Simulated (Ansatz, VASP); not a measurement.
# Ba4NaZn4P4F4 in two plane-wave programs

One calculation is typed for both programs; each brings its own data sets and cutoff. How far apart do they land? The structure shown is the end of the VASP relaxation below.

Calculated with Ansatz 0.2.0; plane waves, with VASP 6.6.1 beside it; single point at PBE.

## (1) The structure

The cell holds 17 atoms: 4 Ba, 4 Zn, 4 P, 4 F and 1 Na. Its edges and angles: a = 5.925 Å, b = 5.925 Å, c = 9.555 Å, α = 90.0°, β = 90.0°, γ = 90.0°. It derives from BaZnPF. Nearest the centre at fractional (0.125, 0.125, 0.333): Na17 at 1.36 Å, F13 at 1.83 Å, P11 at 2.15 Å, Ba3 at 2.35 Å, Ba4 at 2.35 Å, F15 at 2.75 Å, F16 at 2.75 Å, Zn5 at 3.39 Å.

## (2) VASP: relaxation, PBE

This run makes the geometry at which the two programs are then compared.

Lines of VASP's logs that name or quote its potential files are left out, and so is its time.

The input, INCAR:

```
SYSTEM = Ba4NaZn4P4F4
PREC = Normal
ENCUT = 400
EDIFF = 1E-05
NELM = 120
ISMEAR = 0
SIGMA = 0.05
LREAL = Auto
ALGO = Fast
GGA = PE
NBANDS = 96
ISPIN = 2
MAGMOM = 0 0 0 0 0 0 0 0 0 0 0.6 0 0.6 0 0 0 0.6
LORBIT = 11
LWAVE = .FALSE.
LCHARG = .FALSE.
NCORE = 5
IBRION = 2
NSW = 60
ISIF = 2
EDIFFG = -0.05
POTIM = 0.4
MAXMIX = 40
ISYM = 0
```

The input, POSCAR:

```
Ba4NaZn4P4F4
1.0
    4.1896564488      4.1896564488      0.0000000000
   -4.1896564488      4.1896564488      0.0000000000
    0.0000000000      0.0000000000      9.5552735257
Ba Zn P F Na
4 4 4 4 1
Direct
    0.2527859142      0.2511362124      0.6707632257
    0.7490505155      0.7552713465      0.6710058927
    0.2501054141      0.7526686468      0.3306914882
    0.7507698835      0.2493657946      0.3310727240
   -0.0021466296      0.0013689527     -0.0010091167
    0.5015241544      0.4986654655     -0.0006121368
    0.4975198427      0.0012524087      0.0000170423
    0.0024308936      0.5037465285      0.0021071596
    0.2390201601      0.7519623309      0.8520406350
    0.7495022327      0.2515176266      0.8528613212
    0.2524007171      0.2422908726      0.1468031927
    0.7564193201      0.7466678208      0.1489814001
   -0.0051605223     -0.0027068301      0.5003505179
    0.4973307168      0.4968103205      0.4985699485
    0.4975730819     -0.0020830060      0.4997943126
    0.0003128401      0.4998570365      0.4989402885
    0.2535442405      0.2507098885      0.4173382295
```

The input, KPOINTS:

```
Automatic mesh
0
Gamma
2 2 1
0 0 0
```

The projector-augmented-wave data sets are Ba_sv, Zn, P, F and Na (PBE family, release 64).

Command:

```console
mpirun -np 5 vasp_std
```

Numbers of over 12 decimals in the logs are rounded to 6 here.

What it wrote:

```text
[banner, memory and clock lines left out]
running    5 mpi-ranks, on    1 nodes
 distrk:  each k-point on    5 cores,    1 groups
 distr:  one band on    5 cores,    1 groups

 POSCAR found type information on POSCAR BaZnP F Na
 POSCAR found :  5 types and      17 ions
|                                                                             |
|           W    W    AA    RRRRR   N    N  II  N    N   GGGG   !!!           |
|           W    W   A  A   R    R  NN   N  II  NN   N  G    G  !!!           |
|           W    W  A    A  R    R  N N  N  II  N N  N  G       !!!           |
|           W WW W  AAAAAA  RRRRR   N  N N  II  N  N N  G  GGG   !            |
|           WW  WW  A    A  R   R   N   NN  II  N   NN  G    G                |
|           W    W  A    A  R    R  N    N  II  N    N   GGGG   !!!           |
|                                                                             |
|     For optimal performance we recommend to set                             |
|       NCORE = 2 up to number-of-cores-per-socket                            |
|     NCORE specifies how many cores store one orbital (NPAR=cpu/NCORE).      |
|     This setting can greatly improve the performance of VASP for DFT.       |
|     The default, NCORE=1 might be grossly inefficient on modern             |
|     multi-core architectures or massively parallel machines. Do your        |
|     Unfortunately you need to use the default for GW and RPA                |
|     calculations (for HF NCORE is supported but not extensively tested      |
|     yet).                                                                   |
|                                                                             |

 LDA part: xc-table for (Slater+PW92), standard interpolation
 POSCAR, INCAR and KPOINTS ok, starting setup
 FFT: planning ... GRIDC
 FFT: planning ... GRID_SOFT
 FFT: planning ... GRID
 WAVECAR not read
 entering main loop
       N       E                     dE             d eps       ncg     rms          rms(c)
DAV:   1     0.126554835576E+04    0.12655E+04   -0.50182E+04  1536   0.124E+03
DAV:   2     0.114433876348E+03   -0.11511E+04   -0.10687E+04  1624   0.342E+02
DAV:   3    -0.636249053407E+02   -0.17806E+03   -0.17432E+03  1688   0.148E+02
DAV:   4    -0.748363426332E+02   -0.11211E+02   -0.11088E+02  2088   0.336E+01
DAV:   5    -0.752121203495E+02   -0.37578E+00   -0.37517E+00  2256   0.553E+00    0.169E+01
RMM:   6    -0.695358673933E+02    0.56763E+01   -0.20589E+01  1549   0.144E+01    0.113E+01
RMM:   7    -0.694894174020E+02    0.46450E-01   -0.32312E+00  1588   0.671E+00    0.573E+00
RMM:   8    -0.695155963819E+02   -0.26179E-01   -0.85320E-01  1733   0.245E+00    0.294E+00
RMM:   9    -0.695236219003E+02   -0.80255E-02   -0.22233E-01  1684   0.193E+00    0.557E-01
RMM:  10    -0.695296704147E+02   -0.60485E-02   -0.72347E-02  2172   0.642E-01    0.328E-01
RMM:  11    -0.695314044780E+02   -0.17341E-02   -0.15070E-02  2289   0.271E-01    0.199E-01
RMM:  12    -0.695325076186E+02   -0.11031E-02   -0.56818E-03  2210   0.172E-01    0.102E-01
RMM:  13    -0.695328227354E+02   -0.31512E-03   -0.23395E-03  2331   0.902E-02    0.439E-02
RMM:  14    -0.695329298497E+02   -0.10711E-03   -0.11910E-03  2226   0.558E-02    0.194E-02
RMM:  15    -0.695329858408E+02   -0.55991E-04   -0.49676E-04  1933   0.349E-02    0.767E-03
RMM:  16    -0.695330110997E+02   -0.25259E-04   -0.25438E-04  1650   0.230E-02    0.536E-03
RMM:  17    -0.695330228543E+02   -0.11755E-04   -0.11834E-04  1481   0.166E-02    0.360E-03
RMM:  18    -0.695330293417E+02   -0.64874E-05   -0.66125E-05  1279   0.126E-02
   1 F= -.69533029E+02 E0= -.69533021E+02  d E =-.695330E+02  mag=     0.0000
[... from here on, the cycles between the ionic steps are left out ...]
   4 F= -.70605055E+02 E0= -.70604272E+02  d E =-.107203E+01  mag=     0.0000
   5 F= -.70769635E+02 E0= -.70769291E+02  d E =-.164579E+00  mag=    -0.0000
   6 F= -.70825303E+02 E0= -.70825251E+02  d E =-.220248E+00  mag=     0.0001
   7 F= -.70855832E+02 E0= -.70855717E+02  d E =-.250777E+00  mag=     0.0000
   8 F= -.70894106E+02 E0= -.70894037E+02  d E =-.382738E-01  mag=    -0.0000
   9 F= -.70933667E+02 E0= -.70933662E+02  d E =-.778344E-01  mag=     0.0001
  10 F= -.70960885E+02 E0= -.70960878E+02  d E =-.272185E-01  mag=     0.0000
  11 F= -.70964389E+02 E0= -.70964379E+02  d E =-.307217E-01  mag=     0.0000
 curvature:  -2.68 expect dE=-0.607E-02 dE for cont linesearch -0.298E-05
 trial: gam= 0.15762 g(F)=  0.227E-02 g(S)=  0.000E+00 ort =-0.174E-03 (trialstep = 0.258E+01)
 search vector abs. value=  0.289E-02
 bond charge predicted
       N       E                     dE             d eps       ncg     rms          rms(c)
DAV:   1    -0.709654616181E+02   -0.10794E-02   -0.14350E+00  1680   0.384E+00    0.260E-01
RMM:   2    -0.709677371995E+02   -0.22756E-02   -0.29264E-02  1547   0.543E-01    0.802E-02
RMM:   3    -0.709680846065E+02   -0.34741E-03   -0.38569E-03  1674   0.204E-01    0.690E-02
RMM:   4    -0.709680859414E+02   -0.13349E-05   -0.61583E-04  1919   0.805E-02    0.458E-02
RMM:   5    -0.709680942354E+02   -0.82940E-05   -0.17792E-04  1793   0.383E-02    0.431E-02
RMM:   6    -0.709681055928E+02   -0.11357E-04   -0.62394E-05  1501   0.203E-02    0.458E-02
RMM:   7    -0.709680909734E+02    0.14619E-04   -0.29473E-05  1263   0.129E-02    0.232E-02
RMM:   8    -0.709680879965E+02    0.29770E-05   -0.18305E-05  1099   0.983E-03
  12 F= -.70968088E+02 E0= -.70968082E+02  d E =-.369938E-02  mag=     0.0000
 trial-energy change:   -0.003699  1 .order   -0.003860   -0.005775   -0.001944
 step:   5.2488(harm=  3.8829)  dis= 0.01358  next Energy=   -70.968918 (dE=-0.453E-02)
 reached required accuracy - stopping structural energy minimisation
```

From OUTCAR (step 2):

```text
ion  position               nearest neighbor table
   1  0.253  0.251  0.671-  17 2.42  14 2.63  15 2.65  16 2.67  13 2.69  10 3.42   9 3.43   9 3.44
                            10 3.45   6 3.77   7 3.77   5 3.78   8 3.80   2 4.16   2 4.19   2 4.19
   2  0.749  0.755  0.671-  13 2.61  15 2.64  16 2.69  14 2.70   9 3.38  10 3.42  10 3.45   9 3.48
                             5 3.76   7 3.77   6 3.78   8 3.81   1 4.16   1 4.19   1 4.19   1 4.22
   3  0.250  0.753  0.331-  15 2.62  13 2.65  14 2.65  16 2.65  17 3.06  17 3.09  11 3.39  12 3.40
                            12 3.47  11 3.50   8 3.77   7 3.78   5 3.80   6 3.81   4 4.17   4 4.18
   4  0.751  0.249  0.331-  13 2.63  16 2.64  14 2.64  15 2.66  17 3.06  17 3.09  12 3.42  11 3.44
                            12 3.45  11 3.45   5 3.79   8 3.79   6 3.80   7 3.80   3 4.17   3 4.18
   5  0.998  0.001  0.999-   9 2.49  11 2.51  10 2.51  12 2.53   8 2.95   7 2.96   7 2.96   8 2.98
                             2 3.76   1 3.78   4 3.79   3 3.80
   6  0.502  0.499  0.999-  10 2.50  11 2.54  12 2.55   9 2.58   7 2.95   8 2.96   8 2.97   7 2.98
                             1 3.77   2 3.78   4 3.80   3 3.81
   7  0.498  0.001  0.000-  11 2.47  10 2.53   9 2.55  12 2.58   6 2.95   5 2.96   5 2.96   6 2.98
                             1 3.77   2 3.77   3 3.78   4 3.80
   8  0.002  0.504  0.002-  12 2.48   9 2.49  11 2.55  10 2.55   5 2.95   6 2.96   6 2.97   5 2.98
                             3 3.77   4 3.79   1 3.80   2 3.81
   9  0.239  0.752  0.852-   8 2.49   5 2.49   7 2.55   6 2.58   2 3.38   1 3.43   1 3.44   2 3.48

 Found      4 irreducible k-points:

   k-points           NKPTS =      4   k-points in BZ     NKDIM =      4   number of bands    NBANDS=     96

   dimension x,y,z NGX =    30 NGY =   30 NGZ =   48
   dimension x,y,z NGXF=    60 NGYF=   60 NGZF=   96

   ENCUT  =  400.0 eV  29.40 Ry    5.42 a.u.   9.66  9.66 15.58*2*pi/ulx,y,z

   NELECT =     137.0000    total number of electrons

 k-points in reciprocal lattice and weights: Automatic mesh
   0.00000000  0.00000000  0.00000000       0.250
   0.50000000  0.00000000  0.00000000       0.250
   0.00000000  0.50000000  0.00000000       0.250
   0.50000000  0.50000000  0.00000000       0.250

 average (electrostatic) potential at core
       1 -36.2565       2 -36.0592       3 -36.1707       4 -36.1701       5 -35.6949
       6 -35.6946       7 -35.6946       8 -35.6949       9 -84.1989      10 -84.1985
      11 -84.1421      12 -84.3137      13 -76.5608      14 -76.5585      15 -76.5561
      16 -76.5624      17 -40.1185

 E-fermi :   5.0624

 spin component 1
 k-point     1 :       0.0000    0.0000    0.0000
  band No.  band energies     occupation
    ...
     66       2.7408      1.00000
     67       3.3922      1.00000
     68       3.3936      1.00000
     69       3.5421      1.00000
     70       4.9287      0.99992
     71       5.1960      0.00008
     72       5.6776      0.00000
     73       6.0891      0.00000
     74       6.2050      0.00000
     75       6.8421      0.00000
    ...

 k-point     2 :       0.5000    0.0000    0.0000
  band No.  band energies     occupation
    ...
     64       2.0424      1.00000
     65       2.0862      1.00000
     66       2.1278      1.00000
     67       2.4761      1.00000
     68       2.5466      1.00000
     69       5.8247      0.00000
     70       6.0161      0.00000
     71       6.0626      0.00000
     72       6.3268      0.00000
     73       6.4304      0.00000
    ...

 k-point     3 :       0.0000    0.5000    0.0000
  band No.  band energies     occupation
    ...
     64       2.0422      1.00000
     65       2.0866      1.00000
     66       2.1281      1.00000
     67       2.4763      1.00000
     68       2.5462      1.00000
     69       5.8244      0.00000
     70       6.0151      0.00000
     71       6.0625      0.00000
     72       6.3269      0.00000
     73       6.4306      0.00000
    ...

 k-point     4 :       0.5000    0.5000    0.0000
  band No.  band energies     occupation
    ...
     65       2.3353      1.00000
     66       2.4263      1.00000
     67       2.4807      1.00000
     68       2.4825      1.00000
     69       5.2906      0.00000
     70       5.2972      0.00000
     71       5.2984      0.00000
     72       5.3152      0.00000
     73       5.9693      0.00000
     74       5.9715      0.00000
    ...

 spin component 2
 k-point     1 :       0.0000    0.0000    0.0000
  band No.  band energies     occupation
    ...
     66       2.7408      1.00000
     67       3.3922      1.00000
     68       3.3936      1.00000
     69       3.5420      1.00000
     70       4.9287      0.99992
     71       5.1960      0.00008
     72       5.6776      0.00000
     73       6.0891      0.00000
     74       6.2050      0.00000
     75       6.8421      0.00000
    ...

 k-point     2 :       0.5000    0.0000    0.0000
  band No.  band energies     occupation
    ...
     64       2.0424      1.00000
     65       2.0862      1.00000
     66       2.1277      1.00000
     67       2.4761      1.00000
     68       2.5466      1.00000
     69       5.8247      0.00000
     70       6.0161      0.00000
     71       6.0625      0.00000
     72       6.3268      0.00000
     73       6.4304      0.00000
    ...

  Total        2.0830291      2.0891866     -3.0351165     -0.0033882     -0.0093765     -0.0287056
  in kB        9.9489207      9.9783304    -14.4962611     -0.0161826     -0.0447836     -0.1371031
  external PRESSURE =       1.8103300 kB  Pullay stress =       0.0000000 kB

  energy-cutoff  :      400.00
  volume of cell :      335.45
      direct lattice vectors                 reciprocal lattice vectors
     4.189656449  4.189656449  0.000000000     0.119341527  0.119341527  0.000000000
    -4.189656449  4.189656449  0.000000000    -0.119341527  0.119341527  0.000000000
     0.000000000  0.000000000  9.555273526     0.000000000  0.000000000  0.104654252

 POSITION                                       TOTAL-FORCE (eV/Angst)
 -----------------------------------------------------------------------------------
     -0.00410      2.09080      6.96360         0.009595      0.011960     -0.004878
      0.00011      6.28220      6.26846        -0.006985     -0.001836      0.018984
     -2.09581      4.18672      2.96608        -0.000673      0.005573     -0.026448
      2.09380      4.18640      2.96522         0.000658      0.005337     -0.024391
     -0.00384      8.26948      0.00200         0.005077     -0.019942      0.021364
      0.00011      4.29520      0.00266        -0.006784      0.021928      0.018287
     -1.98745      6.28087      9.55366         0.019007      0.004742      0.028154
      1.98510      6.28514      0.00320        -0.025143     -0.003997      0.019312
     -2.09775      4.18787      8.20250         0.003326     -0.000813      0.040220
      2.09157      4.18954      8.20269        -0.002345     -0.008800      0.037503
     -0.00255      2.09339      1.30318         0.009363     -0.001292     -0.019761
     -0.00240      6.28320      1.49462         0.003010     -0.001057     -0.002299
     -0.00168      0.06880      4.72978        -0.000001      0.029417     -0.019964
      0.00166      4.11608      4.73009        -0.003804     -0.027865     -0.020117
      2.02389      2.09130      4.73139        -0.034779     -0.001193     -0.024457
     -2.02322      2.09387      4.73093         0.026187     -0.002755     -0.019094
     -0.00057      2.09279      4.04734         0.004290     -0.009408     -0.022416
 -----------------------------------------------------------------------------------
    total drift:                                0.002192     -0.005309     -0.057719

  FREE ENERGIE OF THE ION-ELECTRON SYSTEM (eV)
  ---------------------------------------------------
  free  energy   TOTEN  =       -70.9680879965 eV

  energy  without entropy=      -70.9680769004  energy(sigma->0) =      -70.96808245

 reached required accuracy - stopping structural energy minimisation

 total charge
# of ion       s       p       d       tot
------------------------------------------
    1        2.007   5.604   0.339   7.950
    2        2.001   5.623   0.251   7.875
    3        2.005   5.617   0.306   7.928
    4        2.005   5.617   0.306   7.928
    5        0.559   0.460   9.761  10.780
    6        0.559   0.460   9.761  10.780
    7        0.559   0.460   9.761  10.780
    8        0.559   0.460   9.761  10.781
    9        1.031   1.472   0.000   2.503
   10        1.031   1.472   0.000   2.503
   11        1.018   1.486   0.000   2.505
   12        1.026   1.483   0.000   2.509
   13        1.769   4.385   0.000   6.154
   14        1.769   4.385   0.000   6.154
   15        1.769   4.385   0.000   6.154
   16        1.769   4.385   0.000   6.154
   17        0.088   0.083   0.000   0.172
--------------------------------------------------
tot         21.527  47.836  40.246 109.609

 magnetization (x)
# of ion       s       p       d       tot
------------------------------------------
    1        0.000  -0.000  -0.000   0.000
    2        0.000   0.000   0.000   0.000
    3        0.000   0.000   0.000   0.000
    4       -0.000   0.000  -0.000   0.000
    5       -0.000  -0.000  -0.000  -0.000
    6       -0.000  -0.000   0.000  -0.000
    7        0.000  -0.000  -0.000  -0.000
    8       -0.000   0.000  -0.000  -0.000
    9        0.000  -0.000   0.000  -0.000
   10       -0.000  -0.000   0.000  -0.000
   11       -0.000   0.000   0.000   0.000
   12        0.000   0.000   0.000   0.000
   13       -0.000   0.000   0.000   0.000
   14       -0.000   0.000   0.000   0.000
   15       -0.000   0.000   0.000   0.000
   16       -0.000   0.000   0.000   0.000
   17       -0.000  -0.000   0.000  -0.000
--------------------------------------------------
tot          0.000   0.000  -0.000   0.000

[... 2 further parts left out ...]
```

CONTCAR:

```
Ba4NaZn4P4F4
   1.00000000000000
     4.1896564488000001    4.1896564488000001    0.0000000000000000
    -4.1896564488000001    4.1896564488000001    0.0000000000000000
     0.0000000000000000    0.0000000000000000    9.5552735257000005
  Ba              Zn              P               F               Na
     4     4     4     4     1
Direct
     0.2490301238683715    0.2500089247278287    0.7287698584471219
     0.7497412244482524    0.7497141384474988    0.6560211374999697
     0.2495328645360723    0.7497673704152371    0.3104126781277848
     0.7494893369738945    0.2497344945372576    0.3103233989276694
     0.9864345816596185    0.9873507451920572    0.0002094474235821
     0.5126090476009100    0.5125827219384979    0.0002787843148846
     0.5123830391591362    0.9867537970758941    0.9998312070914120
     0.9869823336917393    0.5131730218789410    0.0003350821650077
     0.2494376831693183    0.7501354224153924    0.8584268552547608
     0.7495971312418197    0.2503739050406267    0.8584466172672827
     0.2495239749924792    0.2501327309096104    0.1363836588263513
     0.7495594567896404    0.7501334738510907    0.1564182243178303
     0.0080101559247219    0.0084105487099551    0.4949915320593126
     0.4914177120290143    0.4910213844135208    0.4950238702861597
     0.4911129241837944    0.0080448605707033    0.4951602458263900
     0.0084322826166132    0.4913396552859574    0.4951117791237746
     0.2496889025146050    0.2498242205899272    0.4235717480407212
```

Harder data sets than Ba_sv exist (the GW ones), and pressures, volumes and forces can shift noticeably with them. The data set Na keeps the semicore shell frozen, which is cheaper and a little less accurate.

(Continued in part 2 of 2.)

[Lines on the potential files, build, host, timing and source positions are cut from VASP's logs without a mark.]

[Logs are printed without paths, hosts, clocks, repeated set-up lines and the standing remarks that a program may print on its own settings, such as how far it seeks lower states.]

[Hosts, paths, dates, database ids (printed as entryN), source tags and the programs' standing remarks are cut or masked in the printed files.]
